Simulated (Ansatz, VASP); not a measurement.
# MgS (Niningerite) in two plane-wave programs

Wanted: the spread between two codes on one cell, functional and k mesh. The cell is taken from a series of VASP runs on this material, whose earlier steps may have relaxed, scaled or displaced it; both programs get it as it stands.

Method: plane waves, with VASP 6.6.1 beside it; band structure at PBEsol, single point at PBEsol and dielectric response at PBEsol, in Ansatz 0.2.0.

**1. The starting structure**

The structure is cubic, space group Fm-3m (No. 225). Conventional cell: a = 5.178 Å, b = 5.178 Å, c = 5.178 Å, α = 90.00°, β = 90.00°, γ = 90.00°. Nearest to Mg lie 6 S at 2.59 Å. Nearest to S lie 6 Mg at 2.59 Å. Farther neighbours and most contacts between anions are not listed.

As a file:

```cif
data_structure
_symmetry_space_group_name_H-M 'P 1'
_symmetry_Int_Tables_number 1
_cell_length_a 3.6616
_cell_length_b 3.6616
_cell_length_c 3.6616
_cell_angle_alpha 60.000
_cell_angle_beta 60.000
_cell_angle_gamma 60.000
_cell_volume 34.71
loop_
_atom_site_label
_atom_site_type_symbol
_atom_site_fract_x
_atom_site_fract_y
_atom_site_fract_z
_atom_site_occupancy
Mg1 Mg 0.00000 0.00000 0.00000 1
S2 S 0.50000 0.50000 0.50000 1
```

**2. VASP: band structure, PBEsol**

Levels along a path test the potential and the projectors away from the mesh points.

Lines of VASP's logs that name or quote its potential files are left out, and so is its time.

Contents of INCAR:

```
SYSTEM = MgS
PREC = Accurate
ENCUT = 400
EDIFF = 1E-06
NELM = 100
ISMEAR = 0
SIGMA = 0.05
LREAL = .FALSE.
ALGO = Normal
GGA = PS
NBANDS = 16
LORBIT = 11
LWAVE = .FALSE.
LCHARG = .FALSE.
KPAR = 2
```

Contents of POSCAR:

```
MgS
1.0
    0.0000000000      2.5891624412      2.5891624412
    2.5891624412      0.0000000000      2.5891624412
    2.5891624412      2.5891624412      0.0000000000
Mg S
1 1
Direct
    0.0000000000      0.0000000000      0.0000000000
    0.5000000000      0.5000000000      0.5000000000
```

Contents of KPOINTS:

```
Automatic mesh
0
Gamma
8 8 8
0 0 0
```

Contents of KPOINTS_OPT:

```
Line mode
16
Line-mode
Reciprocal
  0.00000000   0.00000000   0.00000000 GAMMA
  0.50000000   0.00000000   0.50000000 X

  0.50000000   0.00000000   0.50000000 X
  0.50000000   0.25000000   0.75000000 W

  0.50000000   0.25000000   0.75000000 W
  0.37500000   0.37500000   0.75000000 K

  0.37500000   0.37500000   0.75000000 K
  0.00000000   0.00000000   0.00000000 GAMMA

  0.00000000   0.00000000   0.00000000 GAMMA
  0.50000000   0.50000000   0.50000000 L

  0.50000000   0.50000000   0.50000000 L
  0.62500000   0.25000000   0.62500000 U

  0.62500000   0.25000000   0.62500000 U
  0.50000000   0.25000000   0.75000000 W

  0.50000000   0.25000000   0.75000000 W
  0.50000000   0.50000000   0.50000000 L

  0.50000000   0.50000000   0.50000000 L
  0.37500000   0.37500000   0.75000000 K

  0.62500000   0.25000000   0.62500000 U
  0.50000000   0.00000000   0.50000000 X
```

The projector-augmented-wave data sets are Mg and S (PBE family, release 64).

The run is started by

```sh
> mpirun -np 2 vasp_std
```

Numbers of over 12 decimals in the logs are rounded to 6 here.

Log:

```text
[banner, memory and clock lines left out]
running    2 mpi-ranks, on    1 nodes
 distrk:  each k-point on    1 cores,    2 groups
 distr:  one band on    1 cores,    1 groups

 POSCAR found type information on POSCAR MgS
 POSCAR found :  2 types and       2 ions
|                                                                             |
|               ----> ADVICE to this user running VASP <----                  |
|                                                                             |
|     You enforced a specific xc type in the INCAR file but a different       |
|     [... a line on the potential file left out ...]
|     I HOPE YOU KNOW WHAT YOU ARE DOING!                                     |
|                                                                             |

 LDA part: xc-table for (Slater+PW92), standard interpolation
 POSCAR, INCAR and KPOINTS ok, starting setup
 FFT: planning ... GRIDC
 FFT: planning ... GRID_SOFT
 FFT: planning ... GRID
 WAVECAR not read
 entering main loop
       N       E                     dE             d eps       ncg     rms          rms(c)
DAV:   1     0.136449973375E+02    0.13645E+02   -0.28249E+03  1032   0.320E+02
DAV:   2    -0.873281418994E+01   -0.22378E+02   -0.21427E+02  1264   0.744E+01
DAV:   3    -0.943711615790E+01   -0.70430E+00   -0.70372E+00  1080   0.122E+01
DAV:   4    -0.944013850026E+01   -0.30223E-02   -0.30223E-02  1248   0.937E-01
DAV:   5    -0.944016351296E+01   -0.25013E-04   -0.25013E-04  1088   0.808E-02    0.416E+00
DAV:   6    -0.911760044505E+01    0.32256E+00   -0.51370E-01  1112   0.220E+00    0.316E+00
DAV:   7    -0.907724115429E+01    0.40359E-01   -0.15010E-01  1160   0.131E+00    0.193E+00
DAV:   8    -0.907477403518E+01    0.24671E-02   -0.98361E-03  1072   0.415E-01    0.745E-01
DAV:   9    -0.907455275849E+01    0.22128E-03   -0.41514E-04  1136   0.827E-02    0.351E-01
DAV:  10    -0.907454012798E+01    0.12631E-04   -0.17694E-04  1160   0.459E-02    0.525E-02
DAV:  11    -0.907453921082E+01    0.91716E-06   -0.36924E-06  1112   0.855E-03
   1 F= -.90745392E+01 E0= -.90745392E+01  d E =-.449531E-22
 Start KPOINTS_OPT (optional k-point list driver)
k-point batch [1-29\160]
       N       E                     dE             ncg
DAV:   1     0.504939684238E+03   -0.55353E+04     1032
DAV:   2    -0.117715158951E+03   -0.62265E+03     1224
DAV:   3    -0.139424941974E+03   -0.21710E+02     1200
DAV:   4    -0.139522899568E+03   -0.97958E-01     1240
DAV:   5    -0.139523717890E+03   -0.81832E-03     1168
DAV:   6    -0.139523726639E+03   -0.87493E-05     1216
DAV:   7    -0.139523726735E+03   -0.96095E-07      952
[...]
k-point batch [146-160\160]
       N       E                     dE             ncg
DAV:   1     0.376044337640E+04   -0.40880E+04      520
DAV:   2     0.341601578022E+04   -0.34443E+03      656
DAV:   3     0.340514093625E+04   -0.10875E+02      616
DAV:   4     0.340508313140E+04   -0.57805E-01      600
DAV:   5     0.340508262497E+04   -0.50642E-03      608
DAV:   6     0.340508261938E+04   -0.55929E-05      632
DAV:   7     0.340508261932E+04   -0.62123E-07      552
```

From OUTCAR (step 2):

```text
ion  position               nearest neighbor table
   1  0.000  0.000  0.000-   2 2.59   2 2.59   2 2.59   2 2.59   2 2.59   2 2.59
   2  0.500  0.500  0.500-   1 2.59   1 2.59   1 2.59   1 2.59   1 2.59   1 2.59

  LATTYP: Found a face centered cubic cell.
 ALAT       =     5.1783248824

 Subroutine GETGRP returns: Found 48 space group operations
 (whereof 48 operations were pure point group operations)

The static configuration has the point symmetry O_h .

 Found     29 irreducible k-points:

   k-points           NKPTS =     29   k-points in BZ     NKDIM =     29   number of bands    NBANDS=     16

   dimension x,y,z NGX =    24 NGY =   24 NGZ =   24
   dimension x,y,z NGXF=    48 NGYF=   48 NGZF=   48

   ENCUT  =  400.0 eV  29.40 Ry    5.42 a.u.   5.97  5.97  5.97*2*pi/ulx,y,z

   NELECT =       8.0000    total number of electrons

 k-points in reciprocal lattice and weights: Automatic mesh
   0.00000000  0.00000000  0.00000000       0.002
   0.12500000  0.00000000  0.00000000       0.016
   0.25000000  0.00000000  0.00000000       0.016
   0.37500000  0.00000000  0.00000000       0.016
   0.50000000  0.00000000  0.00000000       0.008
   0.12500000  0.12500000  0.00000000       0.012
   0.25000000  0.12500000  0.00000000       0.047
   0.37500000  0.12500000  0.00000000       0.047
   0.50000000  0.12500000  0.00000000       0.047
[...]
-0.37500000  0.50000000  0.12500000       0.023
  -0.25000000  0.50000000  0.25000000       0.012

 average (electrostatic) potential at core
       1 -36.3850       2 -86.0859

 E-fermi :   4.1331

 k-point     1 :       0.0000    0.0000    0.0000
  band No.  band energies     occupation
      1      -8.9611      2.00000
      2       3.8062      2.00000
      3       3.8062      2.00000
      4       3.8062      2.00000
      5       7.5126      0.00000
      6      11.6505      0.00000
      7      11.6505      0.00000
      8      11.6505      0.00000
      9      14.1332      0.00000
    ...

 k-point     2 :       0.1250    0.0000    0.0000
  band No.  band energies     occupation
      1      -8.8049      2.00000
      2       2.7269      2.00000
      3       3.7000      2.00000
      4       3.7000      2.00000
      5       8.3166      0.00000
      6      11.3339      0.00000
      7      11.9095      0.00000
      8      11.9095      0.00000
      9      13.4896      0.00000
    ...

 k-point     3 :       0.2500    0.0000    0.0000
  band No.  band energies     occupation
      1      -8.3807      2.00000
      2       0.9204      2.00000
      3       3.4694      2.00000
      4       3.4694      2.00000
      5       8.6879      0.00000
      6      11.5604      0.00000
      7      11.5604      0.00000
      8      12.0998      0.00000
      9      14.0484      0.00000
    ...

  Total       -0.0062575     -0.0062575     -0.0062575      0.0000000      0.0000000      0.0000000
  in kB       -0.2888061     -0.2888061     -0.2888061      0.0000000      0.0000000      0.0000000
  external PRESSURE =      -0.2888061 kB  Pullay stress =       0.0000000 kB

  energy-cutoff  :      400.00
  volume of cell :       34.71
      direct lattice vectors                 reciprocal lattice vectors
     0.000000000  2.589162441  2.589162441    -0.193112642  0.193112642  0.193112642
     2.589162441  0.000000000  2.589162441     0.193112642 -0.193112642  0.193112642
     2.589162441  2.589162441  0.000000000     0.193112642  0.193112642 -0.193112642

 POSITION                                       TOTAL-FORCE (eV/Angst)
 -----------------------------------------------------------------------------------
      0.00000      0.00000      0.00000         0.000000     -0.000000      0.000000
      2.58916      2.58916      2.58916        -0.000000      0.000000     -0.000000
 -----------------------------------------------------------------------------------
    total drift:                               -0.000000     -0.000000      0.000000

  FREE ENERGIE OF THE ION-ELECTRON SYSTEM (eV)
  ---------------------------------------------------
  free  energy   TOTEN  =        -9.0745392108 eV

  energy  without entropy=       -9.0745392108  energy(sigma->0) =       -9.07453921

 total charge
# of ion       s       p       d       tot
------------------------------------------
    1        0.139   0.132   0.041   0.312
    2        1.309   2.484   0.000   3.793
--------------------------------------------------
tot          1.447   2.616   0.041   4.105

[... 3 further parts left out ...]
```

The run ends at a pressure of -0.03 GPa.

**3. Ansatz: band structure, PBEsol**

Ansatz runs on its default PAW (the set named soft_2) files.

The same cell, functional, mesh and smearing now go to Ansatz, which takes its cutoff from its data sets.

Contents of input.yaml:

```yaml
crystal:
  lattice:
    - [0.0, 2.5891624412, 2.5891624412]
    - [2.5891624412, 0.0, 2.5891624412]
    - [2.5891624412, 2.5891624412, 0.0]
  atoms:
    - { symbol: Mg, position: [0.0, 0.0, 0.0] }
    - { symbol: S, position: [0.5, 0.5, 0.5] }
hamiltonian:
  xc: pbesol
  pseudopotentials: { kind: paw }
kpoints:
  mp_grid: { grid: [8, 8, 8] }
  band_path:
    path:
      - [0.0, 0.0, 0.0]
      - [0.16667, 0.0, 0.16667]
      - [0.33333, 0.0, 0.33333]
      - [0.5, 0.0, 0.5]
      - [0.5, 0.08333, 0.58333]
      - [0.5, 0.18333, 0.68333]
      - [0.5, 0.25, 0.75]
      - [0.45, 0.3, 0.75]
      - [0.40833, 0.34167, 0.75]
      - [0.35, 0.35, 0.7]
      - [0.225, 0.225, 0.45]
      - [0.075, 0.075, 0.15]
      - [0.03333, 0.03333, 0.03333]
      - [0.23333, 0.23333, 0.23333]
      - [0.4, 0.4, 0.4]
      - [0.51667, 0.46667, 0.51667]
      - [0.55833, 0.38333, 0.55833]
      - [0.60833, 0.28333, 0.60833]
      - [0.60833, 0.25, 0.64167]
      - [0.55833, 0.25, 0.69167]
      - [0.51667, 0.25, 0.73333]
      - [0.5, 0.3, 0.7]
      - [0.5, 0.38333, 0.61667]
      - [0.5, 0.48333, 0.51667]
      - [0.475, 0.475, 0.55]
      - [0.425, 0.425, 0.65]
      - [0.38333, 0.38333, 0.73333]
      - [0.59167, 0.18333, 0.59167]
      - [0.55, 0.1, 0.55]
      - [0.5, 0.0, 0.5]
    npoints: 1
scf:
  occupations: { method: gaussian, width: 0.05 }
  n_extra_bands: 7
output:
  forces: true
  stress: true
  eigenvalues: true
```

The run is started by

```sh
> ansatz run input.yaml --threads 2 --pin off --max-ram 4608MiB --backend cpu --events-out ev --progress --plain --runs-dir out
```

Log:

```text
scf.n_extra_bands = 7 over 8 filled bands (N_el = 16.0): the run solves 15 bands
Engine: ansatz 0.2.0, aarch64-unknown-linux-gnu
Pseudopotentials: kind: paw
Pseudopotential: Mg, paw, valence charge 10, recommended cutoff 420 eV (normal), Mg.paw.azcp
Pseudopotential: S, paw, valence charge 6, recommended cutoff 420 eV (normal), S.paw.azcp
Functional definition: PBEsol
  exchange = pbesol_x
  correlation = pbesol_c
Crystal: 2 atoms, lattice volume = 34.714 Å³
Basis set: ecut = 420 eV, 645 PW (Γ), exchange–correlation on 50×50×50 points (8 copies of the dense FFT grid, shifted against one another)
Bands: 15, of which v1, the nominal top of the filled ones, is band 8 counted from 1 (7 counted from 0)
Symmetry: 48 space group operations
Space group: Fm-3m (ITA 225), of the structure as read, at distance tolerance 3.3e-5 Å
k-points: 29 of 512
Non-local potential: Mg, projectors of the file, l = 0: 3, l = 1: 2, l = 2: 1
Non-local potential: S, projectors of the file, l = 0: 2, l = 1: 2, l = 2: 2
PAW form: soft (Blöchl's): semilocal exchange-correlation on the pseudo side does not see the compensation charge
PAW frozen core: Mg, regenerated for the run's functional, and the local potential with it (the file was generated under x = pbe(κ = 0.804, μ = 0.219515), c = pbe(β = 0.066725))
PAW frozen core: S, regenerated for the run's functional, and the local potential with it (the file was generated under x = pbe(κ = 0.804, μ = 0.219515), c = pbe(β = 0.066725))
PAW one-centre angular grid: Mg, 110 points (default); XC on 64 Gauss nodes
PAW one-centre angular grid: S, 110 points (default); XC on 64 Gauss nodes
Initial density: superposition of atomic densities (neutral atoms: chi_scale 0, normalization atom), corrected by the library's trained network
Initial wavefunctions: pseudopotential atomic-orbital guess
Functional: x = pbesol(κ = 0.804, μ = 0.123457), c = pbesol(β = 0.046)
SCF iter   1: F=—  HF=-2799.920398 eV  |F-HF|=—  |Δ(HF+E_count)|=         —  Δρ=3.94e-3  dr2=7.47e-3  ethr=1.77e-3  ⟨swp⟩=6.3  Hψ=2450  notcnv=0  defer=8
preconditioner: auto → none  [insulator: Δε(μ)=2.666 eV  Ē_g=14.288 eV  σ=0.050 eV  W_gap=1.00  n_scr=8 (ndim 8)  ℏωp=17.8 eV  f_vac=0.000  D(μ)=0.00/eV (n_scr^D=0)  ε∞_Penn≈2.6]
SCF iter   2: F=—  HF=-2799.917582 eV  |F-HF|=—  |Δ(HF+E_count)|=   2.82e-3  Δρ=1.15e-3  dr2=2.93e-4  ethr=4.67e-5  ⟨swp⟩=2.3  Hψ=842  notcnv=0  defer=45
SCF iter   3: F=—  HF=-2799.917591 eV  |F-HF|=—  |Δ(HF+E_count)|=   9.36e-6  Δρ=3.97e-4  dr2=3.17e-5  ethr=1.83e-6  ⟨swp⟩=2.4  Hψ=559  notcnv=0  defer=45
SCF iter   4: F=—  HF=-2799.917612 eV  |F-HF|=—  |Δ(HF+E_count)|=   2.08e-5  Δρ=4.94e-5  dr2=4.76e-7  ethr=1.98e-7  ⟨swp⟩=1.0  Hψ=375  notcnv=0  defer=45
iter 5 did not close the SCF: its close was put off for the readings that it lacked (scf_convergence_deferred on its scf_iter line)
SCF iter   5: F=-2799.917612 eV  HF=-2799.917612 eV  |F-HF|=1.62e-9  |Δ(HF+E_count)|=   3.07e-7  Δρ=3.90e-6  dr2=1.66e-9  ethr=2.98e-9  ⟨swp⟩=1.7  Hψ=438  notcnv=0  defer=45
SCF iter   6: F=-2799.917612 eV  HF=-2799.917612 eV  |F-HF|=2.09e-11  |Δ(HF+E_count)|=   1.87e-9  Δρ=4.18e-7  dr2=4.88e-11  ethr=1.04e-11  ⟨swp⟩=5.4  Hψ=1694  notcnv=0
SCF 1 converged in 6 iterations: F = -2799.917612 eV  dr2 = 4.88e-11
  greatest PAW one-centre occupation: 1.000 electrons in one spin orbital (limit 2), on the Mg atom at site 0 (counted from 0), in its partial waves of l = 0
NSCF: frozen V_eff on 30 k-points
SCF converged after 6 iterations
Free energy (F): -2799.917612 eV
Harris-Foulkes:  -2799.917612 eV  (|F-HF|=2.09e-11)
Internal energy: -2799.917612 eV  (E = F + TS)
E sigma→0 (E₀):  -2799.917612 eV
Fermi energy:    7.867996 eV
--- Per-component energies (eV) ---
  E_band       = -328.243064
  E_kinetic    = 185.215811
  E_local      = -1658.486318  (includes V_loc(G=0)·N_el)
  E_nonlocal   = 124.267614
  E_hartree    = 589.873366
  E_xc         = -126.468693
  E_vxc        = -126.782984  (∫ρ·V_xc dr)
  E_paw        = -865.666211  (= ΣΔE_a)
  E_vpaw       = -32.203972  (= ΣTr[D̂ρ^β])
  E_aug_tail   = -0.000003  (compensation charges beyond the density's cutoff)
  E_ewald      = -1048.773990
  E_core_change = 0.120812  (= ΣΔE_core)
  E_smearing   = -0.000000  (= −TS)
  E_closure    = -0.000000  (closes the sum)
  Σ components = -2799.917612   (vs F -2799.917612, Δ=0.00e0)
--- Forces (eV/Å), atoms counted from 1 ---
  atom   1  Mg    -0.00000000     0.00000000    -0.00000000
  atom   2  S      0.00000000    -0.00000000     0.00000000
  max |Σ_I F_I| component: 3.52e-30 eV/Å
--- Stress (GPa, compression-positive) ---
        0.169210      -0.000000       0.000000
        0.000000       0.169210      -0.000000
       -0.000000      -0.000000       0.169210
  P = ⅓ Tr σ = 0.1692 GPa (1.692 kbar)
--- Band table (eV; the first three rows and the last of 29) ---
  k-point 0: bands = [... 4 lower, -6.2614, 6.5026, 6.5026, 6.5026, 10.2094, 14.3064, 14.3064, 14.3064, ... 3 higher]
  k-point 1: bands = [... 4 lower, -6.1042, 5.4249, 6.3968, 6.3968, 11.0125, 13.9987, 14.5625, 14.5625, ... 3 higher]
  k-point 2: bands = [... 4 lower, -5.6779, 3.6207, 6.1670, 6.1670, 11.3790, 14.2186, 14.2186, 14.7748, ... 3 higher]
  k-point 28: bands = [... 4 lower, -4.4606, 3.1643, 3.1643, 4.0714, 11.7567, 14.3370, 14.3370, 14.5165, ... 3 higher]
```

It took 1.5 s on 2 threads of Arm Neoverse N1, shared host; peak memory 0.25 GiB.

The column dr2 measures how far the density is from self-consistency, as an energy; F and HF (Harris–Foulkes) agree once it is small.

**4. Comparison**

Known differences besides the potentials themselves: the data sets hold 16 valence electrons in Ansatz (default PAW (the set named soft_2) files) and 8 in VASP; the cutoff is 420 eV in Ansatz and 400 eV in VASP; Ansatz makes its cores anew for this functional, VASP keeps those of its PBE data sets; VASP leaves aspherical gradient terms in its spheres out (LASPH is not set), Ansatz keeps them. Total energies have different zeros and are not compared.

The two programs side by side:

| quantity | Ansatz | VASP | difference |
| --- | --- | --- | --- |
| pressure (GPa) | 0.17 | -0.03 | +0.20 |
| gap over the path points (eV) | 2.731 | 2.734 | -0.003 |

Levels at points of the path, from each program's valence-band top (eV; 3 filled, then empty):

| k (reciprocal lattice) | Ansatz | VASP |
| --- | --- | --- |
| 0.000 0.000 0.000 | 0.00 0.00 0.00 3.71 7.80 7.80 | 0.00 0.00 0.00 3.71 7.84 7.84 |
| 0.167 0.000 0.167 | -1.57 -0.55 -0.55 5.34 6.33 7.84 | -1.57 -0.55 -0.55 5.34 6.36 7.87 |
| 0.333 0.000 0.333 | -3.50 -1.39 -1.39 3.84 4.75 9.74 | -3.50 -1.40 -1.40 3.85 4.76 9.74 |
| 0.500 0.000 0.500 | -4.33 -1.74 -1.74 2.73 4.19 12.01 | -4.34 -1.74 -1.74 2.73 4.20 12.01 |
| 0.500 0.083 0.583 | -4.21 -2.03 -1.94 3.23 4.72 11.05 | -4.22 -2.04 -1.94 3.23 4.74 11.11 |
| 0.500 0.183 0.683 | -3.78 -2.81 -2.33 4.64 6.40 8.78 | -3.79 -2.82 -2.34 4.65 6.42 8.81 |
| 0.500 0.250 0.750 | -3.34 -3.34 -2.43 5.25 7.83 7.83 | -3.35 -3.35 -2.44 5.27 7.87 7.87 |
| 0.450 0.300 0.750 | -3.64 -3.20 -2.07 4.77 6.91 8.57 | -3.65 -3.21 -2.08 4.78 6.93 8.60 |
| 0.408 0.342 0.750 | -3.78 -3.26 -1.58 4.07 6.65 9.32 | -3.79 -3.27 -1.58 4.07 6.67 9.36 |
| 0.350 0.350 0.700 | -3.60 -3.58 -1.27 4.13 7.31 9.15 | -3.61 -3.59 -1.28 4.14 7.33 9.20 |

Among the levels compared at these points, filled levels agree within 13 meV and empty ones within 62 meV.

**5. Ansatz: single point, PBEsol**

With cell and atoms fixed, the geometry can't cause a difference; cores, projectors, grids and the points listed under the comparison can.

The cell is taken from a series of VASP runs on this material, whose earlier steps may have relaxed, scaled or displaced it; both programs get it as it stands.

input.yaml, the sections that differ from step 3:

```yaml
kpoints:
  mp_grid: { grid: [11, 11, 11] }
scf:
  occupations: { method: tetrahedron }
output:
  forces: true
  stress: true
  write_density: true
  write_potential: true
  elf: true
  volumetric_format: npy
# crystal, hamiltonian: as in step 3
```

Log:

```text
Warning: output.forces, output.stress, relax.cell or npt_langevin: where a Kohn–Sham band that disperses or a degenerate level is filled in part under the method tetrahedron, the forces or the stress that this run publishes need not agree with its energy (scf.occupations.method in the input reference, under Limitations); prefer a smearing scheme for the forces or the stress
[...]
--- Band table (eV; the first three rows and the last of 56) ---
  k-point 0: bands = [... 4 lower, -6.2618, 6.5022, 6.5022, 6.5022, 10.2092, 14.3063, 14.3063, 14.3063]
  k-point 1: bands = [... 4 lower, -6.1778, 5.8683, 6.4440, 6.4440, 10.7168, 14.0789, 14.4681, 14.4681]
  k-point 2: bands = [... 4 lower, -5.9377, 4.6068, 6.2977, 6.2977, 11.3511, 14.1174, 14.5572, 14.5572]
  k-point 55: bands = [... 4 lower, -4.4783, 3.0339, 3.1632, 4.3115, 11.6133, 13.7814, 14.8329, 14.8618]
[key lines of the parts left out:]
SCF converged after 5 iterations
Free energy (F): -2799.917866 eV
Fermi energy:    6.502235 eV
P = ⅓ Tr σ = 0.1665 GPa (1.665 kbar)
```

The job ended after 1.5 s (2 threads; peak memory 0.27 GiB; 2.4 s of CPU time).

The run ends at a pressure of 0.17 GPa.

(Continued in part 2 of 2.)

[Lines on the potential files, build, host, timing and source positions are cut from VASP's logs without a mark.]

[Logs are printed without paths, hosts, clocks, repeated set-up lines and the standing remarks that a program may print on its own settings, such as how far it seeks lower states.]

[Hosts, paths, dates, database ids (printed as entryN), source tags and the programs' standing remarks are cut or masked in the printed files.]
